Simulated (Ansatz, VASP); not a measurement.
# CoH3 in two plane-wave programs, part 2 of 2

One calculation is typed for both programs; each brings its own data sets. How far apart do they land? The cell is taken from a series of runs on this material, whose earlier steps may have relaxed, scaled, displaced or heated it; both programs get it as it stands.

VASP 6.6.1 and Ansatz 0.2.0.

So far: The starting structure; VASP: relaxation of cell and atoms, PBE, pair 1; Ansatz: relaxation of cell and atoms, PBE, pair 1; Side by side; Ansatz: relaxation of cell and atoms, PBE, pair 2.

**6. VASP: relaxation of cell and atoms, PBE, pair 2**

Level of this step: PBE, no spin polarisation; plane waves and PAW (Co, H) (VASP).

The same cell, functional, mesh and smearing now go to VASP, with its own data sets.

The input, INCAR:

```
SYSTEM = CoH3
PREC = Accurate
ENCUT = 600
EDIFF = 1E-07
NELM = 120
ISMEAR = 1
SIGMA = 0.2
LREAL = .FALSE.
ALGO = Normal
GGA = PE
NBANDS = 12
LASPH = .TRUE.
LORBIT = 11
LWAVE = .FALSE.
LCHARG = .FALSE.
ISIF = 3
IBRION = 2
NSW = 80
EDIFFG = -0.005
GGA_COMPAT = .FALSE.
NELMIN = 4
KPAR = 2
```

The input, POSCAR:

```
CoH3
1.0
    2.6081780000      0.0000000000      0.0000000000
    0.0000000000      2.6081780000      0.0000000000
    0.0000000000      0.0000000000      2.6824150000
Co H
1 3
Direct
    0.0000000000      0.0000000000      0.9743637729
    0.0000000000      0.5000000000      0.5649614247
    0.5000000000      0.5000000000      0.0278342464
    0.5000000000      0.0000000000      0.5649614247
```

The input, KPOINTS:

```
Automatic mesh
0
Gamma
16 16 16
0 0 0
```

Potentials, in the order of the species: Co and H (PBE family, release 64).

Started as:

```
> mpirun -np 2 vasp_std
```

Numbers of over 12 decimals in the logs are rounded to 6 here.

Output:

```text
[... set-up lines as in an earlier step ...]
 entering main loop
       N       E                     dE             d eps       ncg     rms          rms(c)
DAV:   1     0.415282632247E+02    0.41528E+02   -0.61696E+03  9760   0.129E+03
DAV:   2    -0.160880266128E+02   -0.57616E+02   -0.53292E+02 10104   0.211E+02
DAV:   3    -0.180960169187E+02   -0.20080E+01   -0.19920E+01 11464   0.464E+01
DAV:   4    -0.181177542229E+02   -0.21737E-01   -0.21730E-01 10944   0.427E+00
[...]
DAV:  13    -0.162083306511E+02    0.42566E-06   -0.50177E-07 11104   0.101E-02    0.927E-04
DAV:  14    -0.162083305374E+02    0.11364E-06   -0.59944E-08  6820   0.249E-03    0.377E-04
DAV:  15    -0.162083305480E+02   -0.10612E-07   -0.49062E-09  5124   0.947E-04
   1 F= -.16208331E+02 E0= -.16208556E+02  d E =-.162083E+02
[... from here on, the cycles between the ionic steps are left out ...]
   2 F= -.16208358E+02 E0= -.16208585E+02  d E =-.277212E-04
   3 F= -.16208387E+02 E0= -.16208615E+02  d E =-.560221E-04
   4 F= -.16208390E+02 E0= -.16208622E+02  d E =-.596387E-04
   5 F= -.16208402E+02 E0= -.16208633E+02  d E =-.714338E-04
   6 F= -.16208412E+02 E0= -.16208649E+02  d E =-.103426E-04
   7 F= -.16208445E+02 E0= -.16208699E+02  d E =-.432958E-04
   8 F= -.16208447E+02 E0= -.16208707E+02  d E =-.453283E-04
   9 F= -.16208461E+02 E0= -.16208731E+02  d E =-.133184E-04
 trial-energy change:   -0.000013  1 .order   -0.000013   -0.000018   -0.000009
 step:   2.1191(harm=  2.1191)  dis= 0.00080  next Energy=   -16.208465 (dE=-0.178E-04)
 reached required accuracy - stopping structural energy minimisation
```

Parts of OUTCAR (step 6):

```text
  Total        0.0001920      0.0001920     -0.0155858      0.0000000     -0.0000000      0.0000000
  in kB        0.0169080      0.0169080     -1.3726586      0.0000000     -0.0000000      0.0000000
  external PRESSURE =      -0.4462809 kB  Pullay stress =       0.0000000 kB

 POSITION                                       TOTAL-FORCE (eV/Angst)
 -----------------------------------------------------------------------------------
      0.00000     -0.00000      2.61452         0.000000      0.000000     -0.003928
      0.00000      1.30405      1.50695        -0.000000     -0.000000      0.000195
      1.30405      1.30405      0.07371        -0.000000     -0.000000      0.003537
      1.30405      2.60811      1.50695        -0.000000     -0.000000      0.000195
 -----------------------------------------------------------------------------------
    total drift:                                0.000000      0.000000     -0.000035

  FREE ENERGIE OF THE ION-ELECTRON SYSTEM (eV)
  ---------------------------------------------------
  free  energy   TOTEN  =       -16.2084606286 eV

  energy  without entropy=      -16.2092719181  energy(sigma->0) =      -16.20873106

[... 1 part as in an earlier step ...]

[... 3 further parts left out ...]
[key lines of the parts left out:]
E-fermi :   7.9490
```

The run keeps the 8 symmetry operations of its start, so it cannot find a distortion of lower symmetry.

**7. Comparison**

What differs besides the data sets and the points named for the pairs above, as far as they apply: the data sets hold 20 valence electrons in Ansatz (on norm-conserving files, of PseudoDojo where its log says so) and 12 in VASP. Total energies have different zeros and are not compared.

The two programs side by side:

| quantity | Ansatz | VASP | difference |
| --- | --- | --- | --- |
| volume (Å³) | 18.25 | 18.19 | +0.31 % |
| edge a after relaxation, in the typed setting (Å) | 2.608 | 2.608 | +0.00 % |
| edge c after relaxation, in the typed setting (Å) | 2.682 | 2.674 | +0.30 % |

**8. VASP: relaxation of cell and atoms, PBE, pair 3**

The relaxed volume is the usual yardstick between codes: in a stiff, nearly cubic crystal its relative difference is about their pressure difference at one cell divided by the bulk modulus.

INCAR is that of step 6.

The input, POSCAR:

```
CoH3
1.0
    2.6207350000      0.0000000000      0.0000000000
    0.0000000000      1.8437910000      1.8999290000
    0.0000000000     -1.8437910000      1.8999290000
Co H
1 3
Direct
    0.0000000000      0.9755611920      0.9755611920
    0.0000000000      0.5395446356      0.5395446356
    0.4999998092      0.0198806204      0.5584367799
    0.4999998092      0.5584367799      0.0198806204
```

KPOINTS is that of step 6.

Started as:

```
> mpirun -np 2 vasp_std
```

Output:

```text
[... set-up lines as in an earlier step ...]
 entering main loop
       N       E                     dE             d eps       ncg     rms          rms(c)
DAV:   1     0.411690828741E+02    0.41169E+02   -0.61649E+03 15904   0.129E+03
DAV:   2    -0.160975911350E+02   -0.57267E+02   -0.52912E+02 16316   0.210E+02
DAV:   3    -0.181302082444E+02   -0.20326E+01   -0.20171E+01 18428   0.463E+01
DAV:   4    -0.181522936624E+02   -0.22085E-01   -0.22077E-01 17800   0.431E+00
[...]
DAV:  12    -0.162122235523E+02    0.17327E-05   -0.75964E-06 19596   0.299E-02    0.297E-03
DAV:  13    -0.162122228936E+02    0.65874E-06   -0.41043E-07 17696   0.864E-03    0.127E-03
DAV:  14    -0.162122229490E+02   -0.55415E-07   -0.21260E-08  9152   0.173E-03
   1 F= -.16212223E+02 E0= -.16212817E+02  d E =-.162122E+02
[...]
2 F= -.16212243E+02 E0= -.16212836E+02  d E =-.201043E-04
[...]
3 F= -.16212272E+02 E0= -.16212860E+02  d E =-.492457E-04
[...]
4 F= -.16212288E+02 E0= -.16212876E+02  d E =-.158359E-04
 trial-energy change:   -0.000016  1 .order   -0.000017   -0.000021   -0.000013
 step:   2.5624(harm=  2.5624)  dis= 0.00248  next Energy=   -16.212299 (dE=-0.265E-04)
 reached required accuracy - stopping structural energy minimisation
```

OUTCAR, selected parts (step 8):

```text
  Total        0.0110223      0.0153193     -0.0091608      0.0000000      0.0000000      0.0000000
  in kB        0.9636994      1.3393983     -0.8009456      0.0000000      0.0000000      0.0000000
  external PRESSURE =       0.5007174 kB  Pullay stress =       0.0000000 kB

 POSITION                                       TOTAL-FORCE (eV/Angst)
 -----------------------------------------------------------------------------------
      0.00000      0.00000      3.70761         0.000000      0.000000      0.004492
      0.00000      0.00000      2.04655         0.000000      0.000000     -0.000801
      1.31001     -0.99143      1.09691         0.000000      0.003656     -0.001845
      1.31001      0.99143      1.09691         0.000000     -0.003656     -0.001845
 -----------------------------------------------------------------------------------
    total drift:                               -0.000015     -0.000000      0.000199

  FREE ENERGIE OF THE ION-ELECTRON SYSTEM (eV)
  ---------------------------------------------------
  free  energy   TOTEN  =       -16.2122880306 eV

  energy  without entropy=      -16.2140509670  energy(sigma->0) =      -16.21287568

[... 1 part as in an earlier step ...]

[... 3 further parts left out ...]
[key lines of the parts left out:]
E-fermi :   7.8353
```

**9. Ansatz: relaxation of cell and atoms, PBE, pair 3**

The same cell, functional, mesh and smearing now go to Ansatz, which takes its cutoff from its data sets.

The cell is taken from a series of runs on this material, whose earlier steps may have relaxed, scaled, displaced or heated it; both programs get it as it stands.

The input, input.yaml:

```yaml
crystal:
  lattice:
    - [2.6207347501, 0.0, 0.0]
    - [0.0, 1.8437906728, 1.899928949]
    - [0.0, -1.8437906728, 1.899928949]
  atoms:
    - { symbol: Co, position: [0.0, 0.9755612321, 0.9755612321] }
    - { symbol: H, position: [0.0, 0.5395447563, 0.5395447563] }
    - { symbol: H, position: [0.5, 0.0198806386, 0.5584368729] }
    - { symbol: H, position: [0.5, 0.5584368729, 0.0198806386] }
kpoints:
  mp_grid: { grid: [16, 16, 16] }
hamiltonian:
  xc: pbe
  pseudopotentials: { kind: nc }
scf:
  occupations: { method: methfessel_paxton, width: 0.2 }
output:
  forces: true
  stress: true
  eigenvalues: true
relax:
  adjacent_minimum: "off"
  f_tol: 0.001
  max_steps: 60
  cell: { stress_tol: 0.01 }
```

Started as:

```
> ansatz run input.yaml --threads 4 --pin off --max-ram 7168MiB --backend cpu --events-out ev --progress --plain --runs-dir out
```

Output:

```text
[...]
Crystal: 4 atoms, lattice volume = 18.361 Å³
Basis set: ecut = 1306.14654 eV, 1963 PW (Γ), exchange–correlation on 64×64×64 points (8 copies of the dense FFT grid, shifted against one another)
Bands: 14, of which v1, the nominal top of the filled ones, is band 10 counted from 1 (9 counted from 0)
Symmetry: 4 space group operations
[...]
--- Relaxed structure (2 steps of the walk, 2 accepted, 1 SCFs on fresh bases) ---
[...]
cell:  # Å, volume = 18.3620 Å³
    - [2.620721, 0, 0]
    - [0, 1.843754, 1.900055]
    - [0, -1.843754, 1.900055]
  atoms:
    - { symbol: Co, position: [0, 0.975555, 0.975555] }
    - { symbol: H, position: [0, 0.539568, 0.539568] }
    - { symbol: H, position: [0.500000, 0.019871, 0.558429] }
    - { symbol: H, position: [0.500000, 0.558429, 0.019871] }
[key lines of the parts left out:]
SCF converged after 5 iterations
Free energy (F): -4210.932921 eV
Fermi energy:    13.467263 eV
P = ⅓ Tr σ = -0.0009 GPa (-0.009 kbar)
```

**10. Differences**

What differs besides the data sets and the points named for the pairs above, as far as they apply: the data sets hold 20 valence electrons in Ansatz (on norm-conserving files, of PseudoDojo where its log says so) and 12 in VASP. Total energies have different zeros and are not compared.

The two programs side by side:

| quantity | Ansatz | VASP | difference |
| --- | --- | --- | --- |
| volume (Å³) | 18.36 | 18.32 | +0.20 % |
| edge a after relaxation, in the typed setting (Å) | 2.621 | 2.620 | +0.03 % |
| edge b after relaxation, in the typed setting (Å) | 2.648 | 2.645 | +0.09 % |

**11. Summary of results**

```
difference in volume (relaxation of cell and atoms, PBE, pair 1) : 0.082 %
difference in volume (relaxation of cell and atoms, PBE, pair 2) : 0.31 %
difference in volume (relaxation of cell and atoms, PBE, pair 3) : 0.20 %
```

The difference in volume is 0.31 % (relaxation of cell and atoms, PBE, pair 2), within the 1.2 % picked in this series as the mark of a large difference, as far as the stopping tolerances let one tell. The data sets hold unlike numbers of valence electrons (20 in Ansatz and 12 in VASP), so part of the differences comes from the potentials. 5 further runs of this series are not shown here. Such differences can come from data sets, numerical settings and the points named under the comparisons, not from the functional's error against experiment.

[Lines on the potential files, build, host, timing and source positions are cut from VASP's logs without a mark.]

[Logs are printed without paths, hosts, clocks, repeated set-up lines and the standing remarks that a program may print on its own settings, such as how far it seeks lower states.]

[Hosts, paths, dates, database ids (printed as entryN), source tags and the programs' standing remarks are cut or masked in the printed files.]
